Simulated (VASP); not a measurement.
Wanted: the native input for a VASP 6.6.1 run.

| Property | Result |
| --- | --- |
| Task | single point |
| Functional | PBE |
| Potentials or basis | VASP PAW PBE potentials, release 64 (Si, Mg, B) |
| Cutoff | 520 eV |
| k mesh | 7 × 5 × 5 |
| Occupations | fermi-dirac, width 0.05 eV |
| Spin | no spin polarisation |
| Further INCAR settings | ALGO = Normal; EDIFF = 1e-07; NBANDS = 20 |

The structure of Mg6SiB lies in POSCAR:

```
Mg6SiB
1.0
    3.9757080000      0.0000000000      0.0000000000
    0.0000000000      3.8916700000      4.9380070000
    0.0000000000     -3.8916700000      4.9380070000
Si Mg B
1 6 1
Direct
    0.0000000000      0.9464960000      0.9464960000
    0.5000000000      0.1403630000      0.1403630000
    0.5000000000      0.1022270000      0.6636450000
    0.5000000000      0.6636450000      0.1022270000
    0.0000000000      0.3713650000      0.3713650000
    0.0000000000      0.4442030000      0.8136060000
    0.0000000000      0.8136060000      0.4442030000
    0.5000000000      0.5180930000      0.5180930000
```

The cell comes from a database or a generator and needn't be the stable form of this composition.

These files were run (other wordings do the same):

INCAR

```
PREC = Accurate
ENCUT = 520
EDIFF = 1E-7
ISMEAR = -1
SIGMA = 0.05
LREAL = False
LASPH = True
NELM = 100
ALGO = Normal
ISIF = 2
LWAVE = False
LCHARG = False
GGA = PE
NBANDS = 20
```

KPOINTS

```
regular mesh
0
Gamma
  7 5 5
```

Potentials or basis: VASP PAW PBE potentials, release 64 (Si, Mg, B).

Launch:

```console
$ cat potpaw_PBE.64/Si/POTCAR potpaw_PBE.64/Mg/POTCAR potpaw_PBE.64/B/POTCAR > POTCAR
$ mpirun -np 1 vasp_std > vasp.out
```

It gave:

The pressure is -0.2 GPa and the largest force is 0.088 eV/Å. The band gap on the k mesh is none (metal or under the smearing width).

It took 93 s on 1 thread of Intel(R) Xeon(R) Platinum 8488C (Sapphire Rapids) (shared host), peak memory 0.3 GiB.
